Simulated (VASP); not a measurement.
Here is the system:

```
CELL_PARAMETERS angstrom
      3.70186     0.00000     0.00000
      0.00000     3.70186     0.00000
      0.00000     0.00000     3.70186
ATOMIC_POSITIONS crystal
  Mg 0.00000 0.00000 0.00000
  Ni 0.00000 0.50000 0.50000
  Ni 0.50000 0.00000 0.50000
  Ni 0.50000 0.50000 0.00000
  C  0.50000 0.50000 0.50000
```

Method: LDA (Ceperley-Alder, Perdew-Zunger), VASP's LDA PAW potentials (set 64) (plane waves; VASP). Numerical set-up: 400 eV cut-off, 9×9×9 Γ-centred mesh, Gaussian smearing of 0.20 eV, potentials Mg Ni C.

At this cut-off the stress carries a Pulay error, which pulls relaxed volumes low. The run has a spin-polarised start.

Q: Give the stress tensor in GPa (positive for a compressed cell).

A: 
```
4.64  0.00  0.00
0.00  4.64  0.00
0.00  0.00  4.64
```
The pressure is its mean diagonal, 4.64 GPa.

The structure comes from a computed database's MgNi3C entry; how it stands against other phases isn't given here. The cell was not relaxed at this level.
